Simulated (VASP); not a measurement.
Consider the following.

```yaml
crystal:
  lattice:
    - [5.94487, 0.00000, 0.00000]
    - [0.00000, 5.94487, 0.00000]
    - [0.00000, 0.00000, 5.94487]
  atoms:
    - { symbol: Cs, position: [0.00000, 0.00000, 0.00000] }
    - { symbol: Pb, position: [0.50000, 0.50000, 0.50000] }
    - { symbol: Br, position: [0.50000, 0.00000, 0.50000] }
    - { symbol: Br, position: [0.00000, 0.50000, 0.50000] }
    - { symbol: Br, position: [0.50000, 0.50000, 0.00000] }
```

All values below come from AM05 GGA, VASP's PBE PAW potentials (set 64) (plane waves; VASP). Numerical set-up: 520 eV cut-off, Gaussian smearing of 0.050 eV, potentials Cs_sv Pb_d Br.

Unless said otherwise, spin-orbit coupling is left out, though it shifts the bands of the heavy elements here.

Question: Give the energies of bands 13 to 25 at the high-symmetry points, in eV from the valence-band maximum.

Answer: 
| band | Γ | X | M | R |
|---|---|---|---|---|
| 13 | -6.95 | -7.62 | -8.09 | -8.13 |
| 14 | -4.01 | -3.92 | -3.78 | -2.57 |
| 15 | -4.01 | -3.92 | -2.73 | -2.57 |
| 16 | -4.01 | -2.51 | -2.17 | -2.57 |
| 17 | -1.89 | -2.03 | -2.17 | -2.04 |
| 18 | -1.89 | -2.03 | -2.09 | -2.04 |
| 19 | -1.89 | -2.00 | -2.09 | -1.44 |
| 20 | -1.79 | -1.88 | -2.05 | -1.44 |
| 21 | -1.79 | -1.88 | -1.45 | -1.44 |
| 22 | -1.79 | -1.30 | -0.64 | 0.00 |
| 23 | 3.28 | 2.60 | 2.15 | 1.64 |
| 24 | 4.44 | 4.69 | 2.15 | 1.64 |
| 25 | 4.44 | 5.31 | 4.89 | 1.64 |

The gap is direct, 1.64 eV, from the valence maximum at R to the conduction minimum at R.

The compound is CsPbBr3 in the cubic perovskite structure, the ideal cubic form; the compound distorts at low or room temperature. It was relaxed first.
